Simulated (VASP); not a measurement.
The system is ZrC.

```
Zr C
1.0
     0.00000    2.35440    2.35440
     2.35440    0.00000    2.35440
     2.35440    2.35440    0.00000
Zr C
1 1
Direct
  0.50000 0.50000 0.50000
  0.00000 0.00000 0.00000
```

- Program: VASP 6.6.1
- Task: relaxation of cell and atoms
- Functional: PBE
- Dispersion: D3(BJ)
- Potentials or basis: VASP PAW PBE potentials, release 64 (Zr_sv, C)
- Cutoff: 600 eV
- k mesh: 16 × 16 × 16
- Occupations: gaussian, width 0.1 eV
- Spin: no spin polarisation

At the start: pressure -4.9 GPa; volume 13.05 Å³/atom.

Problem. How do energy, volume and symmetry change on relaxing?

Solution. Over 3 steps the energy falls by 4.5 meV/atom and the volume is 12.77 Å³/atom (-2.2 %); space group Fm-3m (No. 225, to 0.05 Å).

The path:
```
step  energy change (eV)  largest force (eV/Å)  pressure (GPa)  volume (Å³)
   1              0.0000                0.0000           -4.93        26.10
   2              0.0161                0.0000            9.11        24.61
   3             -0.0091                0.0000           -0.04        25.53
```

Final structure:
```
CELL_PARAMETERS angstrom
0.00000 2.33711 2.33711
2.33711 0.00000 2.33711
2.33711 2.33711 0.00000
ATOMIC_POSITIONS crystal
Zr 0.50000 0.50000 0.50000
C 0.00000 0.00000 0.00000
```

Caveat: pairwise dispersion overbinds metals, which lowers pressure and volume.
